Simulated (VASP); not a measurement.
Calculation: PBE GGA, VASP's PBE PAW potentials (set 64) (plane waves; VASP).

Input for VASP

KPOINTS:
```
Automatic mesh
0
Gamma
9 9 1
0 0 0
```

### POSCAR
```
Ni(210) slab
29.1341390
  0.1478038385   0.0000000000   0.0000000000
  0.0985358923   0.1101664866   0.0000000000
  0.0000000000   0.0000000000   1.0000000022
Ni
18
Cartesian
  0.1105394649   0.0494347560   0.2740825902
  0.1848019693   0.0826459606   0.2977057364
  0.0129021344   0.0057700104   0.3225963874
  0.0860458261   0.0384808667   0.3510514511
  0.1597903116   0.0714604062   0.3782926808
  0.2339996373   0.1046478286   0.4049429303
  0.0617038851   0.0275948188   0.4321416321
  0.1356125994   0.0606478036   0.4594205567
  0.2094377808   0.0936634314   0.4863431840
  0.0369019500   0.0165030552   0.5136568182
  0.1107271314   0.0495186830   0.5405794455
  0.1846358457   0.0825716679   0.5678583702
  0.0123400935   0.0055186581   0.5950570719
  0.0865494191   0.0387060804   0.6217073214
  0.1602939046   0.0716856199   0.6489485511
  0.2334375964   0.1043964762   0.6774036148
  0.0615377614   0.0275205260   0.7022942658
  0.1358002659   0.0607317307   0.7259174120
```

**INCAR**
```
SYSTEM = Ni(210) slab
PREC = Normal; ENCUT = 400; LREAL = Auto
LASPH = .TRUE.
EDIFF = 1E-6; NELM = 100; NELMIN = 4
ALGO = Normal; LMAXMIX = 4
ISMEAR = 1; SIGMA = 0.1
GGA = PE
ISPIN = 2; MAGMOM = 18*0.8
LWAVE = .FALSE.; LCHARG = .FALSE.; LORBIT = 11
LVHAR = .TRUE.
DIPOL = 0.5 0.5 0.5
LDIPOL = .TRUE.; IDIPOL = 3
```

POTCAR, in this order: Ni (PBE.64 set). Program: vasp_std. Read from the step before: WAVECAR.

Q: Predict the energy per atom (σ→0), cell moment, band gap (on the k-mesh).

A: 
energy per atom (σ→0): -5.242 eV/atom
cell moment: 11.97 μB
band gap (on the k-mesh): none (metal, semimetal or under 0.01 eV)

### OSZICAR
```
...
DAV:  16    -0.943601535072E+02   -0.18232E-04   -0.45814E-06  9354   0.223E-02    0.202E-02
DAV:  17    -0.943601567430E+02   -0.32358E-05   -0.22758E-06  7335   0.208E-02    0.156E-02
DAV:  18    -0.943601676187E+02   -0.10876E-04   -0.10546E-06  7319   0.138E-02    0.661E-03
DAV:  19    -0.943601812489E+02   -0.13630E-04   -0.67606E-07  7505   0.710E-03    0.266E-03
DAV:  20    -0.943601875228E+02   -0.62739E-05   -0.23502E-07  7277   0.334E-03    0.157E-03
DAV:  21    -0.943601904294E+02   -0.29066E-05   -0.11603E-07  7226   0.206E-03    0.151E-03
DAV:  22    -0.943601909655E+02   -0.53607E-06   -0.93617E-08  7084   0.299E-03
   1 F= -.94360191E+02 E0= -.94360373E+02  d E =0.545562E-03  mag=    11.9668
```

The cell is a thin slab with vacuum, built from Ni (fcc): (210) face.
